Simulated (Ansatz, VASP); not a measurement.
**One calculation of Al7Si, two programs**

Contents of INCAR:

```
ALGO     = Normal         # electronic algorithm
EDIFF    = 1E-6           # SCF threshold, eV
ENCUT    = 520            # plane-wave cutoff, eV
GGA      = PE             # functional
ISIF     = 2              # what is computed and relaxed
ISMEAR   = 0              # smearing method
LASPH    = True           # aspherical terms in the spheres
LCHARG   = True           # write CHGCAR
LELF     = True           # ELF
LREAL    = False          # projectors in reciprocal space
LVHAR    = True         
LWAVE    = False          # write WAVECAR
NBANDS   = 22             # bands
NELM     = 100            # most SCF steps
PREC     = Accurate       # precision mode
SIGMA    = 0.1            # smearing width, eV
```

The input KPOINTS:

```
k-points
0
Gamma
  8 8 8
```

Contents of POSCAR:

```
Al7Si
1.0
    0.0000000000      4.0186148666      4.0186148666
    4.0186148666      0.0000000000      4.0186148666
    4.0186148666      4.0186148666      0.0000000000
Al Si
7 1
Direct
    0.0000000000      0.0000000000      0.5000000000
    0.0000000000      0.5000000000      0.0000000000
    0.0000000000      0.5000000000      0.5000000000
    0.5000000000      0.0000000000      0.0000000000
    0.5000000000      0.0000000000      0.5000000000
    0.5000000000      0.5000000000      0.0000000000
    0.5000000000      0.5000000000      0.5000000000
    0.0000000000      0.0000000000      0.0000000000
```

Input for Ansatz:

```yaml
crystal:
  lattice:
    - [0.0, 4.0186148666, 4.0186148666]
    - [4.0186148666, 0.0, 4.0186148666]
    - [4.0186148666, 4.0186148666, 0.0]
  atoms:
    - { symbol: Al, position: [0.0, 0.0, 0.5] }
    - { symbol: Al, position: [0.0, 0.5, 0.0] }
    - { symbol: Al, position: [0.0, 0.5, 0.5] }
    - { symbol: Al, position: [0.5, 0.0, 0.0] }
    - { symbol: Al, position: [0.5, 0.0, 0.5] }
    - { symbol: Al, position: [0.5, 0.5, 0.0] }
    - { symbol: Al, position: [0.5, 0.5, 0.5] }
    - { symbol: Si, position: [0.0, 0.0, 0.0] }
basis:
  ecutwfc: 420
kpoints:
  mp_grid: { grid: [8, 8, 8] }
  band_path:
    path:
      - [[0.0, 0.0, 0.0], [0.5, 0.0, 0.5], [0.625, 0.25, 0.625]]
      - [[0.375, 0.375, 0.75], [0.0, 0.0, 0.0], [0.5, 0.5, 0.5], [0.5, 0.25, 0.75], [0.5, 0.0, 0.5]]
    npoints: 14
hamiltonian:
  xc: pbe
scf:
  occupations: { method: gaussian, width: 0.1 }
  n_extra_bands: 20
output:
  forces: true
  stress: true
  eigenvalues: true
  populations: true
  dos: { projected: true, de: 0.02, nscf_kmesh: { grid: [10, 10, 10] } }
  bader: true
  write_density: true
  write_potential: true
  elf: true
  volumetric_format: npy
```

The cell was built by a generator and needn't be a form met in nature.

Alike in both runs: task single point; functional PBE; k mesh 8 × 8 × 8; occupations gaussian, width 0.1 eV; no spin polarisation.

|  | VASP | Ansatz |
| --- | --- | --- |
| version | VASP 6.6.1 | Ansatz 0.2.0 |
| potentials or method | VASP PAW PBE potentials, release 64 (Al, Si) | scalar-relativistic, plane waves, PAW |
| plane-wave cutoff (eV) | 520 | 420 |
| valence electrons in the cell | 25 | 25 |

```csv
,VASP,Ansatz,Ansatz less VASP
gap on the k mesh at the Fermi level (eV),none,none,-
pressure (GPa),-0.1,0.0,+0.04
```

A gap of «none» marks a metal or a gap that the smearing closes.
